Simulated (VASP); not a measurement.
Level of theory: MS2 meta-GGA, VASP's PBE PAW potentials (set 64) (plane waves; VASP).

VASP input:

### INCAR
```
SYSTEM = Li2Se
PREC = Accurate
ENCUT = 520
EDIFF = 1E-7
NELM = 100
ALGO = Normal
LREAL = .FALSE.
LASPH = .TRUE.
ISMEAR = 0
SIGMA = 0.05
METAGGA = MS2
LMIXTAU = .TRUE.
LMAXMIX = 4
LWAVE = .FALSE.
LCHARG = .FALSE.
ISIF = 2
```

KPOINTS:
```
Automatic mesh
0
Gamma
7 7 7
0 0 0
```

**POSCAR**
```
Li2Se
2.9846550
  0.0000000000   0.9999998652   0.9999998652
  0.9999998652   0.0000000000   0.9999998652
  0.9999998652   0.9999998652   0.0000000000
Li Se
2 1
Cart
  0.4999999326   0.4999999326   0.4999999326
  1.4999997978   1.4999997978   1.4999997978
  0.0000000000   0.0000000000   0.0000000000
```

POTCAR, in this order: Li_sv Se (PBE.64 set). Program: vasp_std.

Problem. Estimate the energy per atom (σ→0).

Solution. 
```
Item                           Result
---------------------  --------------
energy per atom (σ→0)  -4.654 eV/atom
```

### OSZICAR
```
...
DAV:  32    -0.139609834185E+02   -0.16768E-05   -0.13596E-07   476   0.499E-03    0.165E-03
DAV:  33    -0.139609880648E+02   -0.46463E-05   -0.12089E-06   478   0.144E-02    0.185E-04
DAV:  34    -0.139609895213E+02   -0.14565E-05   -0.14782E-07   582   0.447E-03    0.326E-04
DAV:  35    -0.139609898661E+02   -0.34479E-06   -0.45937E-09   206   0.110E-03    0.259E-04
DAV:  36    -0.139609893160E+02    0.55005E-06   -0.15064E-08   206   0.210E-03    0.681E-05
DAV:  37    -0.139609896183E+02   -0.30228E-06   -0.34353E-09   206   0.889E-04    0.390E-05
DAV:  38    -0.139609897110E+02   -0.92649E-07   -0.10828E-09   206   0.420E-04
   1 F= -.13960990E+02 E0= -.13960990E+02  d E =-.470643E-22
```

The compound is Li2Se in the antifluorite structure. This cell is one point of a volume scan, at 1.03 of the reference volume.
